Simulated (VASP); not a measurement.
Set up this calculation in VASP 6.6.1, as the native input.

```yaml
Task: single point
Functional: PBE
Potentials_or_basis: VASP PAW PBE potentials, release 64 (Al, I, Si)
Cutoff: 520 eV
k_mesh: 3 × 3 × 2
Occupations: fermi-dirac, width 0.05 eV
Spin: no spin polarisation
Dipole_correction: no
Further_INCAR_settings: ALGO = Normal; EDIFF = 1e-06; NBANDS = 26
```

The structure of Al2Si2I3 lies in POSCAR:

```
Al2Si2I3
1.0
    0.0000000000      0.0000001300      5.0755910000
    4.4367050000     -0.0000001100      0.0000000000
    2.2183527500     10.1156888800     -2.5377957500
Al I Si
2 3 2
Direct
    0.4306493615      0.0653743581      0.8611043750
    0.5721882670      0.9234397645      0.1423741916
    0.1819730893      0.8152275178      0.3701692599
    0.8150013561      0.1855195199      0.6291261020
    0.0031782477      0.4986812298     -0.0003694208
    0.3568552672      0.6499035299      0.7144142244
    0.6397283692      0.3634259151      0.2870970026
```

The cell was built by a generator and needn't be a form met in nature.

These files were run (other wordings do the same):

INCAR

```
SYSTEM = Al2Si2I3
ALGO = Normal
EDIFF = 1E-6
ENCUT = 520
GGA = PE
ISIF = 2
ISMEAR = -1
LASPH = .TRUE.
LCHARG = .FALSE.
LREAL = .FALSE.
LWAVE = .FALSE.
NBANDS = 26
NELM = 80
PREC = Accurate
SIGMA = 0.05
```

KPOINTS

```
k-points
0
G
  3 3 2
  0 0 0
```

Potentials or basis: VASP PAW PBE potentials, release 64 (Al, I, Si).

Command:

```console
$ cat potpaw_PBE.64/Al/POTCAR potpaw_PBE.64/I/POTCAR potpaw_PBE.64/Si/POTCAR > POTCAR
$ mpirun -np 1 vasp_std > vasp.out
```

Results of the run:

```
Pressure               : -3.7 GPa
Largest force          : 0.495 eV/Å
Band gap on the k mesh : none (metal or under the smearing width)
```

Caveat: the k mesh is coarse (spacing up to 0.48 Å⁻¹), so the values aren't converged; an odd number of electrons without spin polarisation forces a metal; a magnetic or distorted state may lie lower.

Wall time 39 s on 1 thread of AMD EPYC 9R45 96-Core Processor (Zen 5), on a shared host, peak memory 0.31 GiB.
